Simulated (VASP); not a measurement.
Input:

```
CELL_PARAMETERS angstrom
     -1.66915     1.66915     1.66915
      1.66915    -1.66915     1.66915
      1.66915     1.66915    -1.66915
ATOMIC_POSITIONS crystal
  Ta 0.00000 0.00000 0.00000
```

Computed with RPBE GGA, VASP's PBE PAW potentials (set 64) (plane waves; VASP). Numerical set-up: 520 eV cut-off, 15×15×15 Γ-centred mesh, first-order Methfessel-Paxton smearing of 0.10 eV, potentials Ta_pv.

### Question
Give the energy at these volumes per atom, relative to the lowest: 17.47, 18.03, 18.58, 19.14, 19.70 Å³.

### Answer
43.8, 10.7, 0.0, 8.6, 34.1 meV/atom. A third-order Birch-Murnaghan fit gives B0 = 185 GPa and B0′ = 3.7.

Measured: bulk modulus 198 GPa at 0 K (computed value off by -6.7 %), as given by H. Levämäki et al., Physical Review B (2014), arXiv:1402.3671 [corrected for temperature and zero-point phonon effects]; a 3.299 Å at 0 K (computed value off by +1.2 %), as given by Daniel Mejia-Rodriguez et al., Physical Review B (2018), arXiv:1807.09216 [static lattice: zero-point anharmonic expansion removed].

The compound is Ta in the bcc structure. It was relaxed first.
